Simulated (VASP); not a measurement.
An input for Ansatz (written as the equivalent of a VASP run, and not itself run):

Ansatz 0.2 input:
```yaml
crystal:
  lattice:
    - [2.8800000, 0.0000000, 0.0000000]
    - [0.0000000, 2.8800000, 0.0000000]
    - [0.0000000, 0.0000000, 2.8800000]
  atoms:
    - { symbol: Cr, position: [0.0000000, 0.0000000, 0.0000000], spin: 1.5 }
    - { symbol: Cr, position: [0.5000000, 0.5000000, 0.5000000], spin: -1.5 }
kpoints:
  mp_grid: { grid: [11, 11, 11] }
hamiltonian:
  xc: pbe
  pseudopotentials: { kind: paw }
magnetization: { spin_polarized: true }
scf:
  occupations: { method: methfessel_paxton, width: 0.1 }
  max_iter: 100
relax:
  max_steps: 60
  f_tol: 0.01
  cell: {}
output: { forces: true, stress: true, eigenvalues: true }
```

Task: Translate this input to VASP (INCAR, KPOINTS, POSCAR, choice of POTCAR).

Result: This is not unique; one that fits is 
POSCAR:
```
Cr
1
    2.8800000000     0.0000000000     0.0000000000
    0.0000000000     2.8800000000     0.0000000000
    0.0000000000     0.0000000000     2.8800000000
Cr
2
Direct
  0.0000000000   0.0000000000   0.0000000000
  0.5000000000   0.5000000000   0.5000000000
```

### KPOINTS
```
Automatic mesh
0
Gamma
11 11 11
0 0 0
```

### INCAR
```
! general
SYSTEM =Cr
PREC   =Accurate
ENCUT  =480
LREAL  =.False.
LASPH  =.True.

! electronic loop
EDIFF  =1E-6
NELM   =100
ALGO   =Normal
LMAXMIX=4

! smearing
ISMEAR =1
SIGMA  =0.1

! functional
GGA    =PE

! spin
ISPIN  =2
MAGMOM =1.5 -1.5

! ions
IBRION =2
NSW    =60
ISIF   =3
EDIFFG =-0.01

! output
LWAVE  =.False.
LCHARG =.False.
LORBIT =10
```

POTCAR, in this order: Cr_pv (PBE.64 set). Program: vasp_std.

Limits of the translation: each code has its own PAW files, so the cut-off isn't converted (ENCUT is set for VASP's; basis.ecutwfc is left out, and Ansatz then takes the one that its files recommend); Ansatz stops its SCF on the density residual and VASP on the energy change (EDIFF).

The compound is Cr in the bcc, AFM order structure. This run relaxes it. Symmetry was kept, so distortions that lower it aren't found.
